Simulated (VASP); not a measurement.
Rb3Ba:

```
Ba Rb
1.0
    -3.37146    3.37146    7.37135
     3.37146   -3.37146    7.37135
     3.37146    3.37146   -7.37135
Ba Rb
1 3
Direct
  0.00000 0.00000 0.00000
  0.50000 0.50000 0.00000
  0.25000 0.75000 0.50000
  0.75000 0.25000 0.50000
```

The cell comes from a database or a generator and needn't be the stable form of this composition.

- Program: VASP 6.6.1
- Task: single point
- Functional: PBE
- Potentials or basis: VASP PAW PBE potentials, release 64 (Ba_sv, Rb_sv)
- Cutoff: 520 eV
- k mesh: 6 × 6 × 6
- Occupations: fermi-dirac, width 0.05 eV
- Spin: no spin polarisation

On this cell: pressure 0.0 GPa; largest force under 0.003 eV/Å; band gap on the k mesh none (metal or under the smearing width).

The same run follows on a disturbed copy (atoms moved at random, drawn with an rms of 0.05 Å):

```
CELL_PARAMETERS angstrom
-3.37146 3.37146 7.37135
3.37146 -3.37146 7.37135
3.37146 3.37146 -7.37135
ATOMIC_POSITIONS crystal
Ba 0.99892 0.00998 0.00224
Rb 0.49991 0.50722 0.00555
Rb 0.24653 0.74744 0.49983
Rb 0.74690 0.25382 0.49634
```

Q: What does the disturbed cell give?

A: The energy (extrapolated to zero smearing) moves by +0.6 meV/atom; pressure 0.0 GPa; largest force 0.040 eV/Å; band gap on the k mesh none (metal or under the smearing width).

Forces on the atoms (eV/Å):
```
Ba  -0.011  0.013 -0.032
Rb  -0.005 -0.014 -0.009
Rb   0.012 -0.012  0.036
Rb   0.004  0.013  0.005
```
